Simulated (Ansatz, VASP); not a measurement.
**TiC in two plane-wave programs**

Aim: how closely do two programs agree when they are given the same cell, functional and k mesh? The cell is taken from a series of runs on this material, whose earlier steps may have relaxed, scaled, displaced or heated it; both programs get it as it stands.

Calculated with Ansatz 0.2.0; plane waves, with VASP 6.6.1 beside it; zone-centre phonons at LDA.

### 1. The starting structure

It takes space group Immm (No. 71, orthorhombic). Conventional cell: a = 2.953 Å, b = 3.032 Å, c = 4.274 Å, α = 90.00°, β = 90.00°, γ = 90.00°. C has 6 Ti at 2.12 to 2.14 Å nearest. Nearest to Ti lie 6 C at 2.12 to 2.14 Å. Farther neighbours are not listed.

### 2. Ansatz: zone-centre phonons, LDA

Ansatz runs on its PAW soft_1 files.

Second derivatives magnify differences that forces hide, and they need a tight electronic threshold.

input.yaml

```yaml
crystal:
  lattice:
    - [-0.028138488, 2.1159435991, 2.1368354853]
    - [2.1159435991, -0.028138488, 2.1368354853]
    - [2.0878051111, 2.0878051111, 0.0]
  atoms:
    - { symbol: C, position: [0.5, 0.5, 0.5] }
    - { symbol: Ti, position: [0.0, 0.0, 0.0] }
kpoints:
  mp_grid: { grid: [16, 16, 16] }
hamiltonian:
  xc: lda
  pseudopotentials: { kind: paw, azcp: { folder: soft_1 }, xc_functional: pbe }
scf:
  occupations: { method: methfessel_paxton, width: 0.2 }
output:
  eigenvalues: true
phonons:
  method: dfpt
```

Launch:

```
> ansatz run input.yaml --threads 4 --pin off --max-ram 10240MiB --backend cpu --events-out ev --progress --plain --runs-dir out
```

Numbers of over 12 decimals in the logs are rounded to 6 here.

Log:

```text
zone centre: on kpoints.mp_grid the ground state, and the responses unless they are solved on pairs of k-points, stand on 1098 of the mesh's 4096 k-points, reduced under 4 symmetry operations, with k and −k counted as one. Each operation leaves every solved displacement unchanged or reverses it
Engine: ansatz 0.2.0, x86_64-unknown-linux-gnu
Pseudopotentials: kind: paw
Pseudopotential: C, paw, valence charge 4, recommended cutoff 420 eV (normal), soft_1/C.paw.azcp
Pseudopotential: Ti, paw, valence charge 12, recommended cutoff 420 eV (normal), soft_1/Ti.paw.azcp
Functional definition: SPW92
  exchange = slater_x
  correlation = pw_c
Crystal: 2 atoms, lattice volume = 19.131 Å³
Basis set: ecut = 420 eV, 347 PW (Γ), exchange–correlation on 48×48×48 points (8 copies of the dense FFT grid, shifted against one another)
Bands: 12, of which v1, the nominal top of the filled ones, is band 8 counted from 1 (7 counted from 0)
Symmetry: 8 space group operations
k-points: 1098 of 4096 (irreducible under 4 space group operations)
Non-local potential: C, projectors of the file, l = 0: 2, l = 1: 2, l = 2: 1
Non-local potential: Ti, projectors of the file, l = 0: 3, l = 1: 2, l = 2: 3, l = 3: 1
PAW form: soft (Blöchl's): semilocal exchange-correlation on the pseudo side does not see the compensation charge
PAW frozen core: C, regenerated for the run's functional, and the local potential with it (the file was generated under x = pbe(κ = 0.804, μ = 0.219515), c = pbe(β = 0.066725))
PAW frozen core: Ti, regenerated for the run's functional, and the local potential with it (the file was generated under x = pbe(κ = 0.804, μ = 0.219515), c = pbe(β = 0.066725))
PAW one-centre angular grid: C, 110 points (default); XC on 64 Gauss nodes
PAW one-centre angular grid: Ti, 590 points (default); XC on 64 Gauss nodes
Initial density: superposition of atomic densities (chi_scale 0.1, normalization cell, long waves kept (reshape's long-wave potential 0.00 eV rms))
Initial wavefunctions: pseudopotential atomic-orbital guess
Functional: x = slater, c = lda
SCF iter   1: F=—  HF=-2696.227860 eV  |F-HF|=—  |Δ(HF+E_count)|=         —  Δρ=1.45e-1  dr2=5.12e0  ethr=3.10e-3  ⟨swp⟩=4.4  Hψ=64431  notcnv=0
preconditioner: auto → none  [metal: Δε(μ)=0.041 eV  Ē_g=20.443 eV  σ=0.200 eV  W_gap=0.17  n_scr=8 (ndim 8)  ℏωp=31.8 eV  f_vac=0.000  D(μ)=0.18/eV (n_scr^D=0)  sad-step TF]
SCF iter   2: F=—  HF=-2695.693195 eV  |F-HF|=—  |Δ(HF+E_count)|=   5.35e-1  S|Δr|=    0.00e0  Δρ=1.01e-1  dr2=2.52e0  ethr=3.10e-3  ⟨swp⟩=2.0  Hψ=25993  notcnv=0
SCF iter   3: F=—  HF=-2695.180699 eV  |F-HF|=—  |Δ(HF+E_count)|=   5.12e-1  S|Δr|=    0.00e0  Δρ=1.14e-2  dr2=1.65e-2  ethr=3.10e-3  ⟨swp⟩=2.7  Hψ=26519  notcnv=0
SCF iter   4: F=—  HF=-2695.174803 eV  |F-HF|=—  |Δ(HF+E_count)|=   5.90e-3  S|Δr|=    0.00e0  Δρ=1.45e-3  dr2=1.24e-4  ethr=1.03e-4  ⟨swp⟩=2.6  Hψ=32217  notcnv=0
SCF iter   5: F=—  HF=-2695.174998 eV  |F-HF|=—  |Δ(HF+E_count)|=   1.95e-4  S|Δr|=    0.00e0  Δρ=3.29e-4  dr2=1.42e-5  ethr=7.78e-7  ⟨swp⟩=2.0  Hψ=17568  notcnv=0
SCF iter   6: F=—  HF=-2695.174996 eV  |F-HF|=—  |Δ(HF+E_count)|=   2.42e-6  S|Δr|=    0.00e0  Δρ=2.27e-5  dr2=7.27e-8  ethr=8.84e-8  ⟨swp⟩=2.0  Hψ=20761  notcnv=0
SCF iter   7: F=—  HF=-2695.174997 eV  |F-HF|=—  |Δ(HF+E_count)|=   1.09e-6  S|Δr|=    0.00e0  Δρ=2.00e-6  dr2=5.77e-10  ethr=4.54e-10  ⟨swp⟩=2.9  Hψ=21525  notcnv=0
SCF iter   8: F=—  HF=-2695.174997 eV  |F-HF|=—  |Δ(HF+E_count)|=  2.31e-10  S|Δr|=    0.00e0  Δρ=4.54e-7  dr2=3.64e-11  ethr=3.61e-12  ⟨swp⟩=2.5  Hψ=20792  notcnv=0
SCF iter   9: F=-2695.174997 eV  HF=-2695.174997 eV  |F-HF|=4.55e-13  |Δ(HF+E_count)|=  1.50e-11  S|Δr|=    0.00e0  Δρ=3.84e-8  dr2=3.56e-13  ethr=1.00e-12  ⟨swp⟩=5.0  Hψ=47625  notcnv=0
SCF 1 converged in 9 iterations: F = -2695.174997 eV  dr2 = 3.56e-13
  greatest PAW one-centre occupation: 0.998 electrons in one spin orbital (limit 2), on the Ti atom at site 1 (counted from 0), in its partial waves of l = 0
DFPT response loops at Γ: preconditioner auto → Kerker (q_TF=auto, 2.648 Å⁻¹) (partly filled bands, converged f_vac=0.000); β = 1.00, the filter's whole step (`scf.mixing.beta` (0.50) is not read by the response loops under this deck's `scf.mixing.preconditioner`; to damp them name `kerker` or `kerker_dos`, under which they read `scf.mixing.beta`, and type it under 1.00, their step now; both keys bind the ground state too); Broyden in place of MSR1
SCF converged after 9 iterations
Stability not checked: this state was not tested for a lower state beside it, because cold or Methfessel-Paxton smearing, or corrected tetrahedra, fill the levels in a way that the test cannot read (fill_not_monotonic; see scf.lower_state_search)
Free energy (F): -2695.174997 eV
Harris-Foulkes:  -2695.174997 eV  (|F-HF|=4.55e-13)
Internal energy: -2695.174912 eV  (E = F + TS)
E sigma→0 (E₀):  -2695.174976 eV
Entropy (-TS):   -0.000085 eV (-0.042 meV/atom)
Fermi energy:    15.355381 eV
--- Per-component energies (eV) ---
  E_band       = -96.713574
  E_kinetic    = 369.429009
  E_local      = -798.294077  (includes V_loc(G=0)·N_el)
  E_nonlocal   = 88.796185
  E_hartree    = 315.716151
  E_xc         = -164.257788
  E_vxc        = -205.989681  (∫ρ·V_xc dr)
  E_paw        = -1085.524157  (= ΣΔE_a)
  E_vpaw       = -182.087258  (= ΣTr[D̂ρ^β])
  E_aug_tail   = -0.000071  (compensation charges beyond the density's cutoff)
  E_ewald      = -1421.428948
  E_core_change = 0.388783  (= ΣΔE_core)
  E_smearing   = -0.000085  (= −TS)
  E_closure    = -0.000000  (closes the sum)
  Σ components = -2695.174997   (vs F -2695.174997, Δ=0.00e0)
--- Band table (eV; the first three rows and the last of 1098) ---
  k-point 0: bands = [... 4 lower, 2.8703, 15.9068, 15.9540, 16.1851, 17.0385, 17.0984, 17.1786, 17.2610]
  k-point 1: bands = [... 4 lower, 2.9681, 15.6437, 15.7358, 15.8706, 16.3540, 16.4061, 17.4446, 18.2498]
  k-point 2: bands = [... 4 lower, 3.2546, 14.7626, 14.9491, 15.0602, 16.3934, 16.4815, 17.7816, 19.3816]
  k-point 1097: bands = [... 4 lower, 5.1689, 11.8729, 13.5167, 15.2797, 15.6431, 18.3208, 19.1434, 19.1458]
--- Phonons (Γ-DFPT): 4 representative perturbations + reference, on 1098 of 4096 k-points (Σ response iterations 12) ---
  k mesh reduced under 4 symmetry operations, with k and −k counted as one. Each operation leaves every solved displacement unchanged or reverses it
  ASR residual: 1.745e-5 → 0.000e0 eV/Å²; symmetrization residual: 9.066e-7 eV/Å²
  ASR residual per site (eV/Å²): 8.85e-6 1.74e-5
  Γ frequencies (cm⁻¹): 0.00 0.00 0.00 548.97 557.02 592.21
  non-analytic LO–TO correction: not included (Born effective charges unavailable; polar crystals: no LO–TO splitting at Γ)
```

In the SCF lines HF is the Harris–Foulkes energy and dr2 the Hartree energy of the density residual, in eV; the loop may stop once dr2 is under the threshold and the program's other checks hold. Hψ counts applications of the Hamiltonian.

(Part 1 of 2 ends here.)

[Lines on the potential files, build, host, timing and source positions are cut from VASP's logs without a mark.]

[Logs are printed without paths, hosts, clocks, repeated set-up lines and the standing remarks that a program may print on its own settings, such as how far it seeks lower states.]

[Hosts, paths, dates, database ids (printed as entryN), source tags and the programs' standing remarks are cut or masked in the printed files.]
